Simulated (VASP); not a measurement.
Calculation: PBE GGA, VASP's PBE PAW potentials (set 64) (plane waves; VASP).

VASP input:

**KPOINTS**
```
Automatic mesh
0
Gamma
9 9 9
0 0 0
```

File POSCAR:
```
Ba
4.4343960
 -0.5773503314   0.5773503314   0.5773503314
  0.5773503314  -0.5773503314   0.5773503314
  0.5773503314   0.5773503314  -0.5773503314
Ba
1
Cartesian
  0.0000000000   0.0000000000   0.0000000000
```

### INCAR
```
# general
SYSTEM  = Ba
PREC    = Accurate
ENCUT   = 400
LREAL   = .False.   # projection in real space or not
LASPH   = .True.

# electronic loop
EDIFF   = 1E-6   # SCF stop (eV)
NELM    = 100   # most electronic steps
ALGO    = Normal
LMAXMIX = 4   # l cut-off of mixed one-centre charges

# smearing
ISMEAR  = 1
SIGMA   = 0.5   # width (eV)

# functional
GGA     = PE   # PBE

# ions
ISIF    = 2   # forces and stress, cell fixed

# output
LWAVE   = .False.
LCHARG  = .False.
```

POTCAR, in this order: Ba_sv (PBE.64 set). Program: vasp_std.

Task: What will the output report for the number of irreducible k-points (NKPTS), number of bands (NBANDS), largest plane-wave count, number of space-group operations, FFT grid (NGX, NGY, NGZ)?

Result: 
```json
{
 "number of irreducible k-points (NKPTS)": "35",
 "number of bands (NBANDS)": "9",
 "largest_plane_wave_count": "1240",
 "number_of_space_group_operations": "48",
 "FFT grid (NGX, NGY, NGZ)": "30 × 30 × 30"
}
```

The compound is Ba in the bcc structure. The cell was not relaxed at this level. The run is one of a series of settings (SIGMA = 0.5 against the base run), some of them coarse on purpose.
